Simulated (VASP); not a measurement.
Input of a VASP 6.6.1 run:

File INCAR:

```
SYSTEM = NbP
PREC     = Accurate       ! precision mode
ENCUT    = 520            ! plane-wave cutoff, eV
EDIFF    = 1E-7           ! SCF threshold, eV
ISMEAR   = 0              ! smearing method
SIGMA    = 0.1            ! smearing width, eV
LREAL    = .False.        ! projectors in reciprocal space
LASPH    = .True.         ! aspherical terms in the spheres
NELM     = 60             ! most SCF steps
ALGO     = Normal         ! electronic algorithm
ISIF     = 3              ! what is computed and relaxed
LWAVE    = .False.        ! write WAVECAR
LCHARG   = .False.        ! write CHGCAR
GGA      = CA             ! functional
IBRION   = 2              ! ionic algorithm
NSW      = 80             ! ionic steps
EDIFFG   = -0.002         ! ionic threshold
```

The input KPOINTS:

```
Automatic mesh
0
Gamma
  18 18 18
  0 0 0
```

POSCAR

```
NbP                                     
1.0
   -1.6514361409      1.6514361409      5.6128233209
    1.6514361409     -1.6514361409      5.6128233209
    1.6514361409      1.6514361409     -5.6128233209
  Nb              P             
     2     2
Direct
     0.7502036617914963    0.7502036617914963    0.0000000000000000
     0.5002036617914963    0.0002036617914964    0.5000000000000000
     0.3324249082085008    0.3324249082085008    0.0000000000000000
     0.0824249182085016    0.5824249182085016    0.5000000000000000
```

Potentials or basis: VASP PAW LDA potentials, release 64 (Nb_sv, P).

Run with:

```bash
$ cat potpaw_LDA.64/Nb_sv/POTCAR potpaw_LDA.64/P/POTCAR > POTCAR
$ mpirun -np 1 vasp_std > vasp.out
```

Question: What does it give for the band gap on the k mesh?

Answer: None (metal or under the smearing width).

Final structure:
```
Nb P
1.0
    -1.65144    1.65144    5.61282
     1.65144   -1.65144    5.61282
     1.65144    1.65144   -5.61282
Nb P
2 2
Cartesian
  0.0000 0.0000 8.4215
  0.0000 1.6514 0.0023
  0.0000 0.0000 3.7317
  1.6514 0.0000 0.9253
```

Caveat: the relaxation stopped at its first step, so nothing moved.
